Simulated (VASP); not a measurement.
# TiTe2: band structure with PBE

Crystal: TiTe2.

```
Ti Te
1.0
     3.69612    0.00000    0.00000
    -1.84806    3.20093    0.00000
     0.00000    0.00000    6.37296
Ti Te
1 2
Direct
  0.00000 0.00000 0.00000
  0.66667 0.33333 0.27166
  0.33333 0.66667 0.72834
```

```yaml
Program: VASP 6.6.1
Task: band structure
Functional: PBE
Potentials_or_basis: VASP PAW PBE potentials, release 64 (Ti_sv, Te)
Cutoff: 520 eV
k_mesh: 12 × 12 × 6
Occupations: methfessel-paxton, width 0.1 eV
Spin: spin-orbit coupling, no magnetisation
Further_INCAR_settings: ALGO = Normal; EDIFF = 1e-07
```

```yaml
Pressure: 3.5 GPa
Valence_electrons_inside_the_program's_atomic_spheres: Ti 10.20; Te 3.43
```

Stress tensor (GPa, compression positive):
```
3.44 0.00 0.00
0.00 3.44 0.00
0.00 0.00 3.55
```

Run time: 7.3 min on 4 MPI ranks on AMD EPYC 7R13 Processor (Zen 3), with other jobs on the host, peak memory 0.76 GiB a rank.

Caveat: this functional lacks dispersion, which binds the layers, so the pressure and a relaxed spacing across them are unreliable.
